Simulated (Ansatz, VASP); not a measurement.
# ZnS (Wurtzite-2H): VASP beside Ansatz

Wanted: the spread between two codes on one cell, functional and k mesh. The cell is taken from a series of runs on this material, whose earlier steps may have relaxed, scaled, displaced or heated it; both programs get it as it stands.

Calculated with Ansatz 0.2.0; plane waves, with VASP 6.6.1 beside it; zone-centre phonons at LDA.

## (1) The structure

Symmetry: P6_3mc, No. 186, hexagonal system. Conventional cell: a = 3.779 Å, b = 3.779 Å, c = 5.897 Å, α = 90.00°, β = 90.00°, γ = 120.00°. Nearest to S lie 4 Zn at 2.27 to 2.29 Å. Nearest to Zn lie 4 S at 2.27 to 2.29 Å. Farther neighbours and most contacts between anions are not listed.

Coordinates:

```xyz
4
Lattice="3.7786 0.0000 0.0000 -1.8893 3.2723 0.0000 0.0000 0.0000 5.8971" Properties=species:S:1:pos:R:3 pbc="T T T"
S     0.0000    2.1816    2.2694
S     1.8893    1.0908    5.2179
Zn    0.0000    2.1816    0.0010
Zn    1.8893    1.0908    2.9496
```

## (2) VASP: zone-centre phonons, LDA

Second derivatives magnify differences that forces hide, and they need a tight electronic threshold.

Lines of VASP's logs that name or quote its potential files are left out, and so is its time.

INCAR reads:

```
SYSTEM = ZnS
PREC = Accurate
ENCUT = 500
EDIFF = 1E-08
NELM = 120
ISMEAR = 0
SIGMA = 0.01
LREAL = .FALSE.
ALGO = Normal
GGA = CA
NBANDS = 24
LORBIT = 11
LWAVE = .FALSE.
LCHARG = .FALSE.
ISIF = 2
IBRION = 8
LEPSILON = .TRUE.
LASPH = .TRUE.
GGA_COMPAT = .FALSE.
EFERMI = MIDGAP
KPAR = 2
```

POSCAR reads:

```
ZnS
1.0
    3.7785796008      0.0000000000      0.0000000000
   -1.8892898004      3.2723459246      0.0000000000
    0.0000000000      0.0000000000      5.8971312450
S Zn
2 2
Direct
    0.3333333193      0.6666666807      0.3848255654
    0.6666666807      0.3333333193      0.8848255654
    0.3333333471      0.6666666529      0.0001744346
    0.6666666529      0.3333333471      0.5001744346
```

KPOINTS reads:

```
Automatic mesh
0
Gamma
12 12 8
0 0 0
```

PAW data sets: S and Zn (LDA family, release 64).

Started as:

```sh
> mpirun -np 2 vasp_std
```

Numbers of over 12 decimals in the logs are rounded to 6 here.

What it wrote:

```text
[banner, memory and clock lines left out]
running    2 mpi-ranks, on    1 nodes
 distrk:  each k-point on    1 cores,    2 groups
 distr:  one band on    1 cores,    1 groups

 POSCAR found type information on POSCAR S Zn
 POSCAR found :  2 types and       4 ions
 LDA part: xc-table for (Slater(with rela. corr.)+CA(PZ))
 , standard interpolation
 POSCAR, INCAR and KPOINTS ok, starting setup
 FFT: planning ... GRIDC
 FFT: planning ... GRID_SOFT
 FFT: planning ... GRID
 WAVECAR not read
 entering main loop
       N       E                     dE             d eps       ncg     rms          rms(c)
DAV:   1     0.231556650994E+03    0.23156E+03   -0.17160E+04  4568   0.181E+03
DAV:   2     0.347034844082E+01   -0.22809E+03   -0.22064E+03  4880   0.362E+02
DAV:   3    -0.168285009474E+02   -0.20299E+02   -0.20199E+02  5704   0.111E+02
DAV:   4    -0.172348771900E+02   -0.40638E+00   -0.40614E+00  5360   0.163E+01
DAV:   5    -0.172425539536E+02   -0.76768E-02   -0.76763E-02  5864   0.212E+00    0.113E+01
DAV:   6    -0.163766112209E+02    0.86594E+00   -0.19339E+00  6680   0.430E+01    0.847E+00
DAV:   7    -0.163721654484E+02    0.44458E-02   -0.17150E+00  5008   0.795E+00    0.338E+00
DAV:   8    -0.163494240017E+02    0.22741E-01   -0.65002E-02  6248   0.233E+00    0.104E+00
DAV:   9    -0.163478491202E+02    0.15749E-02   -0.18582E-02  6464   0.174E+00    0.293E-01
DAV:  10    -0.163478844445E+02   -0.35324E-04   -0.58828E-04  5528   0.333E-01    0.160E-01
DAV:  11    -0.163479056080E+02   -0.21163E-04   -0.78287E-05  5832   0.944E-02    0.677E-02
DAV:  12    -0.163479036782E+02    0.19298E-05   -0.10842E-05  5888   0.427E-02    0.766E-03
DAV:  13    -0.163479038302E+02   -0.15203E-06   -0.51779E-07  5672   0.491E-03    0.284E-03
DAV:  14    -0.163479038783E+02   -0.48027E-07   -0.45311E-08  5560   0.166E-03    0.132E-03
DAV:  15    -0.163479038764E+02    0.19081E-08   -0.13579E-08  3864   0.103E-03
   1 F= -.16347904E+02 E0= -.16347904E+02  d E =0.000000E+00
 Linear response reoptimize wavefunctions to high precision
DAV:   1    -0.163479038772E+02   -0.80126E-09   -0.88291E-09  5096   0.148E-03
DAV:   2    -0.163479038773E+02   -0.91404E-10   -0.31597E-10  2936   0.123E-04
 Linear response G [H, r] |phi>, progress :
  Direction:   1
       N       E                     dE             d eps       ncg     rms
RMM:   1    -0.797858076227E+02   -0.79786E+02    0.50442E+02  8765   0.963E+01
RMM:   2    -0.899634874089E+02   -0.10178E+02   -0.30825E+01  7429   0.365E+01
RMM:   3    -0.905621341816E+02   -0.59865E+00   -0.23030E+00  8148   0.980E+00
RMM:   4    -0.905858634348E+02   -0.23729E-01   -0.11848E-01  8281   0.205E+00
RMM:   5    -0.905871579422E+02   -0.12945E-02   -0.12660E-02  8332   0.533E-01
RMM:   6    -0.905873281675E+02   -0.17023E-03   -0.13251E-03  8415   0.159E-01
RMM:   7    -0.905874185115E+02   -0.90344E-04   -0.19550E-04  8561   0.548E-02
RMM:   8    -0.905874540906E+02   -0.35579E-04   -0.15437E-04  8614   0.202E-02
RMM:   9    -0.905874533167E+02    0.77393E-06   -0.40153E-05  8583   0.818E-03
RMM:  10    -0.905874510126E+02    0.23040E-05   -0.39609E-05  7022   0.369E-03
RMM:  11    -0.905874512186E+02   -0.20598E-06    0.37801E-05  6082   0.200E-03
RMM:  12    -0.905874521925E+02   -0.97384E-06   -0.39737E-05  5509   0.136E-03
RMM:  13    -0.905874511983E+02    0.99419E-06    0.21690E-05  5256   0.108E-03
RMM:  14    -0.905874513528E+02   -0.15450E-06   -0.44701E-05  5082   0.984E-04
RMM:  15    -0.905874514037E+02   -0.50962E-07    0.10647E-05  4969   0.919E-04
RMM:  16    -0.905874511316E+02    0.27217E-06   -0.43393E-05  4826   0.908E-04
RMM:  17    -0.905874513609E+02   -0.22929E-06    0.15736E-05  4719   0.880E-04
RMM:  18    -0.905874513617E+02   -0.86469E-09   -0.54200E-05  4635   0.888E-04
 Linear response G [H, r] |phi>, progress :
  Direction:   2
       N       E                     dE             d eps       ncg     rms
RMM:   1    -0.951954248136E+02   -0.95195E+02    0.31058E+02  8906   0.928E+01
RMM:   2    -0.101432555182E+03   -0.62371E+01   -0.24177E+01  7317   0.351E+01
RMM:   3    -0.102074414782E+03   -0.64186E+00   -0.17480E+00  8133   0.907E+00
RMM:   4    -0.102110781937E+03   -0.36367E-01   -0.46347E-02  8203   0.195E+00
RMM:   5    -0.102115735418E+03   -0.49535E-02    0.85047E-04  8317   0.542E-01
RMM:   6    -0.102116594354E+03   -0.85894E-03    0.53383E-03  8352   0.170E-01
RMM:   7    -0.102117056094E+03   -0.46174E-03    0.25407E-03  8516   0.603E-02
RMM:   8    -0.102117194235E+03   -0.13814E-03    0.16202E-03  8561   0.234E-02
RMM:   9    -0.102117277474E+03   -0.83239E-04    0.81522E-04  8517   0.935E-03
RMM:  10    -0.102117321557E+03   -0.44083E-04    0.38671E-04  6965   0.408E-03
RMM:  11    -0.102117347113E+03   -0.25556E-04    0.17403E-04  6137   0.202E-03
RMM:  12    -0.102117361189E+03   -0.14076E-04   -0.14490E-05  5584   0.130E-03
RMM:  13    -0.102117366862E+03   -0.56732E-05   -0.46703E-06  5225   0.103E-03
[...]
RMM:   8    -0.108041334053E+01   -0.10701E-03    0.21724E-06 28249   0.133E-02    0.307E-03
RMM:   9    -0.108039642655E+01    0.16914E-04   -0.21077E-06 28108   0.461E-03    0.156E-03
RMM:  10    -0.108039486243E+01    0.15641E-05    0.18208E-06 28201   0.223E-03    0.331E-04
RMM:  11    -0.108040063979E+01   -0.57774E-05   -0.10328E-06 27883   0.923E-04    0.197E-04
[...]
RMM:  11    -0.106268009055E+01   -0.47959E-05    0.23384E-07  8165   0.361E-04    0.138E-04
RMM:  12    -0.106267952249E+01    0.56806E-06   -0.37540E-07  7486   0.229E-04    0.290E-05
RMM:  13    -0.106267965672E+01   -0.13423E-06    0.17942E-09  4783   0.972E-05    0.875E-06
 change of polarisation eV/A/(eV/A) component  3 :    -0.206    -0.197     2.023
 dielectric tensor                  component  3 :    -0.512    -0.489     6.021
 Linear response DOF=           4
 Linear response progress:
  Degree of freedom:   1/  4
       N       E                     dE             d eps       ncg     rms          rms(c)
RMM:   1    -0.107827998062E+00   -0.10783E+00    0.47764E-02 70145   0.203E+00
RMM:   2    -0.104281482956E+00    0.35465E-02   -0.69992E-03 42982   0.685E-01    0.182E-01
RMM:   3    -0.104703998874E+00   -0.42252E-03   -0.62626E-04 48589   0.165E-01    0.865E-02
RMM:   4    -0.105059585974E+00   -0.35559E-03   -0.96339E-05 48052   0.554E-02    0.214E-02
RMM:   5    -0.105107317200E+00   -0.47731E-04   -0.10331E-05 50548   0.148E-02    0.102E-02
RMM:   6    -0.105080403890E+00    0.26913E-04   -0.46466E-06 50038   0.512E-03    0.379E-03
RMM:   7    -0.105089530253E+00   -0.91264E-05   -0.22217E-06 48119   0.189E-03    0.968E-04
RMM:   8    -0.105088337846E+00    0.11924E-05    0.16037E-07 50726   0.627E-04    0.705E-05
RMM:   9    -0.105087476076E+00    0.86177E-06   -0.33840E-07 49700   0.212E-04    0.524E-05
RMM:  10    -0.105087497096E+00   -0.21020E-07   -0.11899E-07 51821   0.838E-05    0.119E-05
RMM:  11    -0.105087610068E+00   -0.11297E-06   -0.33130E-08 51597   0.428E-05    0.340E-06
RMM:  12    -0.105087592344E+00    0.17724E-07    0.42668E-09 55729   0.239E-05    0.109E-06
RMM:  13    -0.105087586964E+00    0.53797E-08    0.35481E-10 57108   0.162E-05    0.889E-07
 first order change of Fermi-energy  -0.15809E-04
 force on displaced ion       1 direction 1 :  -7.884   0.000   0.000
 Born effective charge ion    1 direction 1 :  -1.859   0.000  -0.000
 Linear response progress:
  Degree of freedom:   2/  4
       N       E                     dE             d eps       ncg     rms          rms(c)
RMM:   1    -0.126225219837E+00   -0.12623E+00    0.61368E-02 16255   0.204E+00
RMM:   2    -0.121840598522E+00    0.43846E-02   -0.68923E-03  9542   0.760E-01    0.207E-01
RMM:   3    -0.122162789163E+00   -0.32219E-03   -0.85990E-04 10978   0.191E-01    0.102E-01
RMM:   4    -0.122392611801E+00   -0.22982E-03   -0.57542E-05  9999   0.625E-02    0.328E-02
RMM:   5    -0.122432253785E+00   -0.39642E-04   -0.20701E-05 10799   0.246E-02    0.907E-03
RMM:   6    -0.122417773759E+00    0.14480E-04    0.19000E-06 11131   0.681E-03    0.486E-03
RMM:   7    -0.122419475942E+00   -0.17022E-05    0.46862E-07 11472   0.173E-03    0.248E-03
RMM:   8    -0.122422093296E+00   -0.26174E-05    0.87210E-07  9995   0.150E-03    0.231E-04
RMM:   9    -0.122422383702E+00   -0.29041E-06   -0.49201E-08 11545   0.405E-04    0.117E-04
RMM:  10    -0.122422166919E+00    0.21678E-06   -0.27427E-08 11264   0.158E-04    0.244E-05
RMM:  11    -0.122422295061E+00   -0.12814E-06    0.24220E-08 10155   0.835E-05    0.170E-05
RMM:  12    -0.122422238562E+00    0.56499E-07    0.51918E-08 11569   0.342E-05    0.276E-06
RMM:  13    -0.122422249821E+00   -0.11260E-07    0.11232E-08 11467   0.196E-05    0.215E-06
RMM:  14    -0.122422256975E+00   -0.71537E-08    0.99471E-09 11599   0.146E-05    0.954E-07
 first order change of Fermi-energy   0.18441E+00
 force on displaced ion       1 direction 3 :  -0.000   0.000 -11.198
 Born effective charge ion    1 direction 3 :   0.000   0.000  -1.892
 Linear response progress:
  Degree of freedom:   3/  4
       N       E                     dE             d eps       ncg     rms          rms(c)
RMM:   1    -0.213368774433E+00   -0.21337E+00    0.32840E-03 42058   0.194E+00
RMM:   2    -0.210888369053E+00    0.24804E-02   -0.39970E-03 43171   0.469E-01    0.137E-01
RMM:   3    -0.210715672876E+00    0.17270E-03   -0.13591E-04 50027   0.751E-02    0.800E-02
RMM:   4    -0.210481185476E+00    0.23449E-03   -0.23018E-05 50037   0.269E-02    0.484E-03
RMM:   5    -0.210477598791E+00    0.35867E-05   -0.51455E-06 51485   0.550E-03    0.190E-03
RMM:   6    -0.210481438061E+00   -0.38393E-05   -0.58862E-07 51471   0.223E-03    0.312E-04
RMM:   7    -0.210481954959E+00   -0.51690E-06   -0.66057E-07 51709   0.729E-04    0.186E-04
RMM:   8    -0.210482319142E+00   -0.36418E-06   -0.92908E-08 51505   0.296E-04    0.342E-05
RMM:   9    -0.210482162925E+00    0.15622E-06   -0.82483E-08 51999   0.966E-05    0.191E-05
RMM:  10    -0.210482042353E+00    0.12057E-06    0.11396E-09 51738   0.482E-05    0.279E-06
RMM:  11    -0.210482035424E+00    0.69292E-08    0.84976E-10 64171   0.238E-05    0.106E-06
 first order change of Fermi-energy   0.43159E-05
 force on displaced ion       3 direction 1 :  -7.099   0.001  -0.000
 Born effective charge ion    3 direction 1 :   1.859  -0.000   0.000
 Linear response progress:
  Degree of freedom:   4/  4
       N       E                     dE             d eps       ncg     rms          rms(c)
RMM:   1    -0.219810470200E+00   -0.21981E+00    0.59011E-03  9444   0.198E+00
RMM:   2    -0.216581228392E+00    0.32292E-02   -0.42700E-03  9818   0.487E-01    0.161E-01
RMM:   3    -0.216323235792E+00    0.25799E-03   -0.20802E-04 11209   0.886E-02    0.860E-02
RMM:   4    -0.216048175164E+00    0.27506E-03   -0.37285E-05 11153   0.445E-02    0.193E-02
RMM:   5    -0.216006621951E+00    0.41553E-04   -0.56153E-06 11564   0.148E-02    0.605E-03
RMM:   6    -0.216013904437E+00   -0.72825E-05    0.31710E-06 10976   0.445E-03    0.315E-03
RMM:   7    -0.216018637125E+00   -0.47327E-05    0.18983E-06 10818   0.231E-03    0.832E-04
RMM:   8    -0.216019731753E+00   -0.10946E-05    0.62522E-07 11367   0.793E-04    0.218E-04
RMM:   9    -0.216019386994E+00    0.34476E-06    0.64049E-08 11661   0.267E-04    0.576E-05
RMM:  10    -0.216019239696E+00    0.14730E-06   -0.60788E-08 11687   0.122E-04    0.231E-05
RMM:  11    -0.216019226873E+00    0.12823E-07   -0.32085E-11 11859   0.473E-05    0.766E-06
RMM:  12    -0.216019252213E+00   -0.25340E-07   -0.57302E-09 12084   0.253E-05    0.633E-06
RMM:  13    -0.216019259544E+00   -0.73302E-08   -0.29534E-09 11723   0.162E-05    0.106E-06
 first order change of Fermi-energy  -0.18451E+00
 force on displaced ion       3 direction 3 :   0.000   0.000  -8.952
 Born effective charge ion    3 direction 3 :   0.000   0.000   1.892
 Born effective charges drift removed
 Linear response finished
```

[end of part 1 of 3]

[Lines on the potential files, build, host, timing and source positions are cut from VASP's logs without a mark.]

[Logs are printed without paths, hosts, clocks, repeated set-up lines and the standing remarks that a program may print on its own settings, such as how far it seeks lower states.]

[Hosts, paths, dates, database ids (printed as entryN), source tags and the programs' standing remarks are cut or masked in the printed files.]
